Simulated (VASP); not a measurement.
Output of a VASP run:

File OSZICAR:
```
       N       E                     dE             d eps       ncg     rms          rms(c)
DAV:   1    -0.182451907566E+02   -0.18245E+02   -0.47441E+03  1976   0.107E+03
DAV:   2    -0.704946004811E+02   -0.52249E+02   -0.49768E+02  1920   0.219E+02
DAV:   3    -0.710210864015E+02   -0.52649E+00   -0.52566E+00  2824   0.289E+01
DAV:   4    -0.710233565275E+02   -0.22701E-02   -0.22700E-02  2360   0.136E+00
DAV:   5    -0.710233724845E+02   -0.15957E-04   -0.15957E-04  2936   0.736E-02    0.115E+01
DAV:   6    -0.711568510365E+02   -0.13348E+00   -0.18988E+00  1984   0.284E+01    0.773E+00
DAV:   7    -0.694654889381E+02    0.16914E+01   -0.47924E+00  2016   0.383E+01    0.392E+00
DAV:   8    -0.714081038192E+02   -0.19426E+01   -0.23439E+00  1960   0.275E+01    0.142E+00
DAV:   9    -0.713477806887E+02    0.60323E-01   -0.19601E+00  2024   0.182E+01    0.280E+00
DAV:  10    -0.713088122152E+02    0.38968E-01   -0.93804E-02  2136   0.327E+00    0.118E+00
DAV:  11    -0.713047699696E+02    0.40422E-02   -0.98345E-03  2160   0.132E+00    0.141E+00
DAV:  12    -0.712960850723E+02    0.86849E-02   -0.21364E-02  2184   0.218E+00    0.636E-01
DAV:  13    -0.712941764216E+02    0.19087E-02   -0.26372E-02  2048   0.271E+00    0.671E-01
DAV:  14    -0.712983545893E+02   -0.41782E-02   -0.27621E-03  2160   0.707E-01    0.689E-01
DAV:  15    -0.712921310053E+02    0.62236E-02   -0.45024E-03  1968   0.916E-01    0.631E-01
DAV:  16    -0.712926954010E+02   -0.56440E-03   -0.12824E-02  2408   0.151E+00    0.755E-01
DAV:  17    -0.712915416106E+02    0.11538E-02   -0.25671E-03  2216   0.798E-01    0.471E-01
DAV:  18    -0.712907121404E+02    0.82947E-03   -0.22399E-03  2416   0.725E-01    0.186E-01
DAV:  19    -0.712908275348E+02   -0.11539E-03   -0.42898E-04  2608   0.309E-01    0.597E-02
DAV:  20    -0.712907306823E+02    0.96853E-04   -0.72780E-05  2184   0.122E-01    0.609E-02
DAV:  21    -0.712907486501E+02   -0.17968E-04   -0.38519E-06  2240   0.337E-02    0.220E-02
DAV:  22    -0.712907107768E+02    0.37873E-04   -0.14773E-05  1984   0.501E-02    0.981E-03
DAV:  23    -0.712907114435E+02   -0.66664E-06   -0.89238E-07  1168   0.173E-02
   1 F= -.71290711E+02 E0= -.71290578E+02  d E =-.712907E+02
```

**OUTCAR**
```
------------------------ aborting loop because EDIFF is reached ----------------------------------------
  FORCE on cell =-STRESS in cart. coord.  units (eV):
  Direction    XX          YY          ZZ          XY          YZ          ZX
  --------------------------------------------------------------------------------------
  Total        0.0015311      0.0015311      0.0015311      0.0000000      0.0000000     -0.0000000
  in kB        0.1806337      0.1806337      0.1806337      0.0000000      0.0000000     -0.0000000
  external PRESSURE =       0.1806337 kB  Pullay stress =       0.0000000 kB
  volume of cell :       13.58
      direct lattice vectors                 reciprocal lattice vectors
     0.000000000  1.893632973  1.893632973    -0.264042720  0.264042720  0.264042720
     1.893632973  0.000000000  1.893632973     0.264042720 -0.264042720  0.264042720
     1.893632973  1.893632973  0.000000000     0.264042720  0.264042720 -0.264042720
 POSITION                                       TOTAL-FORCE (eV/Angst)
 -----------------------------------------------------------------------------------
      0.00000      0.00000      0.00000         0.000000      0.000000     -0.000000
 -----------------------------------------------------------------------------------
    total drift:                               -0.000000     -0.000000     -0.000000
  FREE ENERGIE OF THE ION-ELECTRON SYSTEM (eV)
  ---------------------------------------------------
  free  energy   TOTEN  =       -71.2907114435 eV

  energy  without entropy=      -71.2903124989  energy(sigma->0) =      -71.29057846

 reached required accuracy - stopping structural energy minimisation
```
(Selected blocks of OUTCAR.)

### POSCAR
```
Ir
1
    0.0000000000     1.8936329727     1.8936329727
    1.8936329727     0.0000000000     1.8936329727
    1.8936329727     1.8936329727     0.0000000000
Ir
1
Direct
  0.0000000000   0.0000000000   0.0000000000
```

Task: Reconstruct the remaining input files.

Result: Several could match; the one computed here: the input of the run itself, SCAN meta-GGA, plane waves, VASP's PBE PAW potentials (set 64).

KPOINTS:
```
Automatic mesh
0
Gamma
15 15 15
0 0 0
```

**INCAR**
```
ALGO = Normal
EDIFF = 1E-6
EDIFFG = -0.01
ENCUT = 520
IBRION = 2
ISIF = 3
ISMEAR = 1
LASPH = .TRUE.
LCHARG = .FALSE.
LMAXMIX = 6
LMIXTAU = .TRUE.
LREAL = .FALSE.
LWAVE = .FALSE.
METAGGA = SCAN
NELM = 100
NSW = 60
PREC = Accurate
SIGMA = 0.1
SYSTEM = Ir
```

POTCAR, in this order: Ir (PBE.64 set). Program: vasp_std.

The compound is Ir in the fcc structure. It was relaxed first. The start is the result of an earlier pass.
